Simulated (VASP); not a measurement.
# In2WSe3 (P-6m2) in VASP: single point with PBE

Aim: the single point of In2WSe3 with PBE.

Everything below comes from runs of VASP 6.6.1. Logs are shortened: lines on timing, memory, paths and dates and some standing lists are left out, and cuts for length are marked.

### Step 1. The crystal as given

Symmetry: P-6m2, No. 187, hexagonal system. Conventional cell: a = 3.473 Å, b = 3.473 Å, c = 15.407 Å, α = 90.00°, β = 90.00°, γ = 120.00°. Around In (site symmetry 3m) lie 3 Se at 2.89 Å. W (site symmetry -6m2) is surrounded by 6 Se at 2.58 Å. Se (site symmetry 3m) is surrounded by 3 W at 2.58 Å. Around Se (site symmetry -6m2) lie 6 In at 2.89 Å.

The cell was built by a generator and needn't be a form met in nature.

### Step 2. Single point, PBE

Input file INCAR:

```
ALGO = Fast ; EDIFF = 1E-5
ENCUT = 520 ; GGA = PE
ISIF = 2 ; ISMEAR = 0
LASPH = True ; LCHARG = False
LREAL = Auto ; LWAVE = False
NELM = 80 ; PREC = Normal
SIGMA = 0.15
```

Input file KPOINTS:

```
k-points
0
Gamma
  7 7 2
```

Input file POSCAR:

```
In2WSe3
1.0
    3.4730180000      0.0000000000      0.0000000000
   -3.4730180000      6.0154440000      0.0000000000
    0.0000000000      0.0000000000     15.4070100000
In W Se
4 2 6
Direct
    0.6666670000      0.1666665000      0.6349230000
    0.6666670000      0.6666665000      0.6349230000
    0.6666670000      0.1666665000      0.3650770000
    0.6666670000      0.6666665000      0.3650770000
    0.0000000000      0.0000000000      0.0000000000
    0.0000000000      0.5000000000      0.0000000000
    0.3333330000      0.3333335000      0.8943480000
    0.3333330000      0.8333335000      0.8943480000
    0.3333330000      0.3333335000      0.1056520000
    0.3333330000      0.8333335000      0.1056520000
    0.0000000000      0.0000000000      0.5000000000
    0.0000000000      0.5000000000      0.5000000000
```

Potentials or basis: VASP PAW PBE potentials, release 64 (In_d, W_sv, Se).

Launch:

```
$ cat potpaw_PBE.64/In_d/POTCAR potpaw_PBE.64/W_sv/POTCAR potpaw_PBE.64/Se/POTCAR > POTCAR
$ mpirun -np 1 vasp_std > vasp.out
```

OUTCAR:

```text
EDIFF = 1E-5
   ENCUT = 520
   GGA = PE
   ISIF = 2
   ISMEAR = 0
   LASPH = True
   LREAL = Auto
   NELM = 80
   PREC = Normal

 ion  position               nearest neighbor table
   1  0.667  0.167  0.635-  11 2.89  11 2.89  12 2.89   2 3.47   2 3.47   2 3.47   2 3.47
   2  0.667  0.667  0.635-  12 2.89  12 2.89  11 2.89   1 3.47   1 3.47   1 3.47   1 3.47
   3  0.667  0.167  0.365-  11 2.89  11 2.89  12 2.89   4 3.47   4 3.47   4 3.47   4 3.47
   4  0.667  0.667  0.365-  12 2.89  12 2.89  11 2.89   3 3.47   3 3.47   3 3.47   3 3.47
   5  0.000  0.000  0.000-   8 2.58  10 2.58   8 2.58  10 2.58   9 2.58   7 2.58   6 3.47   6 3.47
                             6 3.47   6 3.47
   6  0.000  0.500  0.000-   7 2.58   9 2.58   7 2.58   9 2.58   8 2.58  10 2.58   5 3.47   5 3.47
                             5 3.47   5 3.47
   7  0.333  0.333  0.894-   6 2.58   6 2.58   5 2.58
   8  0.333  0.833  0.894-   5 2.58   5 2.58   6 2.58
   9  0.333  0.333  0.106-   6 2.58   6 2.58   5 2.58
  10  0.333  0.833  0.106-   5 2.58   5 2.58   6 2.58
  11  0.000  0.000  0.500-   1 2.89   3 2.89   1 2.89   3 2.89   2 2.89   4 2.89
  12  0.000  0.500  0.500-   2 2.89   4 2.89   2 2.89   4 2.89   3 2.89   1 2.89

  LATTYP: Found a simple orthorhombic cell.
 ALAT       =     3.4730180000
 B/A-ratio  =     1.7320509136
 C/A-ratio  =     4.4362021734

  Lattice vectors:

 A1 = (   3.4730180000,   0.0000000000,   0.0000000000)
 A2 = (   0.0000000000,   6.0154440000,   0.0000000000)
 A3 = (   0.0000000000,   0.0000000000,  15.4070100000)

Analysis of symmetry for initial positions (statically):
=====================================================================
 Subroutine PRICEL returns following result:

  LATTYP: Found a hexagonal cell.
 ALAT       =     3.4730180000
 C/A-ratio  =     4.4362021734

  Lattice vectors:

 A1 = (   3.4730180000,   0.0000000000,   0.0000000000)
 A2 = (  -1.7365090000,   3.0077220000,   0.0000000000)
 A3 = (   0.0000000000,   0.0000000000,  15.4070100000)

   2 primitive cells build up your supercell.

 Routine SETGRP: Setting up the symmetry group for a
 simple orthorhombic supercell.

 Subroutine GETGRP returns: Found  4 space group operations
 (whereof  4 operations were pure point group operations)
 out of a pool of  8 trial point group operations.

The static configuration has the point symmetry C_2v.

Analysis of symmetry for dynamics (positions and initial velocities):
[... 143 lines left out ...]
   EMIN   =  10.00;   EMAX   =-10.00  energy-range for DOS
   EFERMI =   0.00;   METHOD = LEGACY
   ISMEAR =     0;   SIGMA  =   0.15  broadening in eV -4-tet -1-fermi 0-gaus
   EFERMI_NEDOS =   21; number of points for ismear=-14 and -15
   IALGO  =     68    algorithm
   IMIX   =      4    mixing-type and parameters
     AMIX     =   0.40;   BMIX     =  1.00
     AMIX_MAG =   1.60;   BMIX_MAG =  1.00
  volume/ion in A,a.u.               =      26.82       181.01
  Fermi-wavevector in a.u.,A,eV,Ry     =   1.165010  2.201550 18.466497  1.357249
  Thomas-Fermi vector in A             =   2.301541
   LORBIT       =      0    0 simple, 1 ext, 2 COOP (PROOUT), +10 PAW based schemes
   GGA     = PE    functional components
   LHFCALC =     F    Hartree Fock is set to
   AEXX    =    0.0000 exact exchange contribution
   IVDW    =     0    specifies the selected vdW correction
   LEPSILON=     F    determine dielectric tensor
   LRPA    =     F    only Hartree local field effects (RPA)
 non-spin polarized calculation
 RMM-DIIS sequential band-by-band and
 Gauss-broadening in eV      SIGMA  =   0.15
  energy-cutoff  :      520.00
  volume of cell :      321.88
 maximum number of plane-waves:      8720
   NGX = 13   NGY = 25   NGZ = 57

 number of electron     115.9999934 magnetization

 Free energy of the ion-electron system (eV)
  ---------------------------------------------------
  ext. energy  EPLUGINS =         0.00000000
  ---------------------------------------------------
  free energy    TOTEN  =       -60.52432726 eV

  energy without entropy =      -60.48650700  energy(sigma->0) =      -60.50541713

 E-fermi :   5.0403     XC(G=0):  -9.3870

 val. band max:        5.0375820219   @ k =  -0.1429   0.1429   0.5000
 cond. band min:       5.0460138066   @ k =   0.4286   0.0000   0.0000
 fundamental gap:      0.0084317847
 Fermi energy:         5.0402628200

 k-point     1 :       0.0000    0.0000    0.0000
  band No.  band energies     occupation
      1     -70.1928      2.00000
      2     -70.1884      2.00000
      3     -34.4657      2.00000
      4     -34.3706      2.00000
      5     -34.3402      2.00000
      6     -34.3389      2.00000
[... 1717 lines left out ...]
     68       7.5096      0.00000
     69       7.8927      0.00000

 [... further k-points ...]

------------------------ aborting loop because EDIFF is reached ----------------------------------------

  FORCE on cell =-STRESS in cart. coord.  units (eV):
  Direction    XX          YY          ZZ          XY          YZ          ZX
  --------------------------------------------------------------------------------------
  -------------------------------------------------------------------------------------
  Total       -0.1786107     -0.1578946      0.1937001      0.0000000      0.0000000      0.0000000
  in kB       -0.8890476     -0.7859314      0.9641563      0.0000000      0.0000000      0.0000000
  external PRESSURE =      -0.2369409 kB  Pullay stress =       0.0000000 kB

 VOLUME and BASIS-vectors are now :
 -----------------------------------------------------------------------------
  energy-cutoff  :      520.00
  volume of cell :      321.88
      direct lattice vectors                 reciprocal lattice vectors
     3.473018000  0.000000000  0.000000000     0.287934010  0.166238768  0.000000000
    -3.473018000  6.015444000  0.000000000     0.000000000  0.166238768  0.000000000
     0.000000000  0.000000000 15.407010000     0.000000000  0.000000000  0.064905520

 POSITION                                       TOTAL-FORCE (eV/Angst)
 -----------------------------------------------------------------------------------
      1.73651      1.00257      9.78227         0.000000      0.001128      0.093754
      0.00000      4.01029      9.78227         0.000000      0.001128      0.093754
      1.73651      1.00257      5.62474        -0.000000      0.001128     -0.093754
      0.00000      4.01029      5.62474        -0.000000      0.001128     -0.093754
      0.00000      0.00000      0.00000         0.000000      0.001904      0.000000
     -1.73651      3.00772      0.00000         0.000000      0.001904      0.000000
     -0.00000      2.00515     13.77923        -0.000000     -0.001169     -0.008292
     -1.73651      5.01287     13.77923        -0.000000     -0.001169     -0.008292
     -0.00000      2.00515      1.62778         0.000000     -0.001169      0.008292
     -1.73651      5.01287      1.62778         0.000000     -0.001169      0.008292
      0.00000      0.00000      7.70350         0.000000     -0.001820      0.000000
     -1.73651      3.00772      7.70350         0.000000     -0.001820      0.000000
 -----------------------------------------------------------------------------------
    total drift:                               -0.000565      0.000107     -0.000000

  FREE ENERGIE OF THE ION-ELECTRON SYSTEM (eV)
  ---------------------------------------------------
  free  energy   TOTEN  =       -60.5243272644 eV

  energy  without entropy=      -60.4865070016  energy(sigma->0) =      -60.50541713
```

OSZICAR:

```text
N       E                     dE             d eps       ncg     rms          rms(c)
DAV:   1     0.134591194928E+04    0.13459E+04   -0.53046E+04  4592   0.184E+03
DAV:   2     0.160339958507E+03   -0.11856E+04   -0.11563E+04  4448   0.521E+02
DAV:   3    -0.457312802316E+02   -0.20607E+03   -0.19643E+03  5268   0.207E+02
[... 11 lines left out ...]
RMM:  15    -0.605260998685E+02   -0.15620E-02   -0.28043E-03  6605   0.141E-01    0.241E+00
RMM:  16    -0.605245785796E+02    0.15213E-02   -0.18370E-03  6339   0.134E-01    0.953E-01
RMM:  17    -0.605243603490E+02    0.21823E-03   -0.24197E-03  6619   0.133E-01    0.331E-01
RMM:  18    -0.605243327509E+02    0.27598E-04   -0.13007E-04  4614   0.433E-02    0.111E-01
RMM:  19    -0.605243272644E+02    0.54865E-05   -0.64785E-05  4278   0.288E-02
   1 F= -.60524327E+02 E0= -.60505417E+02  d E =-.378203E-01
```

It took 11 min on 1 thread of Intel Xeon Platinum 8488C (Sapphire Rapids), shared host; peak memory 0.53 GiB.

What came out:

| Property | Result |
| --- | --- |
| Free energy | -60.5243 eV |
| Pressure | 0.0 GPa |
| Largest force | 0.094 eV/Å |
| Band gap on the k mesh | none (metal or under the smearing width) |

Forces on the atoms (eV/Å):
```
In   0.000  0.001  0.094
In   0.000  0.001  0.094
In   0.000  0.001 -0.094
In   0.000  0.001 -0.094
W    0.000  0.002  0.000
W    0.000  0.002  0.000
Se   0.000 -0.001 -0.008
Se   0.000 -0.001 -0.008
Se   0.000 -0.001  0.008
Se   0.000 -0.001  0.008
Se   0.000 -0.002  0.000
Se   0.000 -0.002  0.000
```

Stress tensor (GPa, compression positive):
```
-0.09  0.00  0.00
 0.00 -0.08  0.00
 0.00  0.00  0.10
```

Caveat: this functional lacks dispersion, which binds the layers, so the pressure and a relaxed spacing across them are unreliable. Spin-orbit coupling is left out, which matters for the levels of W.
